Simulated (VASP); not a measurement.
```xyz
1
Lattice="-1.4350 1.4350 1.4350 1.4350 -1.4350 1.4350 1.4350 1.4350 -1.4350" Properties=species:S:1:pos:R:3 pbc="T T T"
Fe     0.0000     0.0000     0.0000
```
Starting moments (μB, in the order of the record's atoms Fe): 2.5.

All values below come from PBE GGA, VASP's PBE PAW potentials (set 64) (plane waves; VASP). Numerical set-up: 300 eV cut-off, 11×11×11 Γ-centred mesh, Fermi-Dirac smearing of 0.10 eV, potentials Fe.

At this cut-off the stress carries a Pulay error, which pulls relaxed volumes low. Energy and stress use the plane-wave basis of the starting cell.

Problem. The ions, cell shape and volume are relaxed. Predict the relaxed structure.

Solution. 
```xyz
1
Lattice="-1.4175 1.4175 1.4175 1.4175 -1.4175 1.4175 1.4175 1.4175 -1.4175" Properties=species:S:1:pos:R:3 pbc="T T T"
Fe     0.0000     0.0000     0.0000
```
Space group Im-3m (229), at a tolerance of 0.03 Å. The cell ends with 2.23 μB, on the sites 2.22 μB.

Problem. How do energy and volume change from the first to the last step?

Solution. The energy (σ→0) changes by -10.1 meV/atom and the volume by -3.6 %, in 3 ionic steps.

The structure is a typed Fe crystal (Im-3m). This run relaxes it. Symmetry was kept, so distortions that lower it aren't found. The run is one of a series of settings (EDIFFG = -0.01, IBRION = 2, ISIF = 3, NSW = 50 against the base run), some of them coarse on purpose.
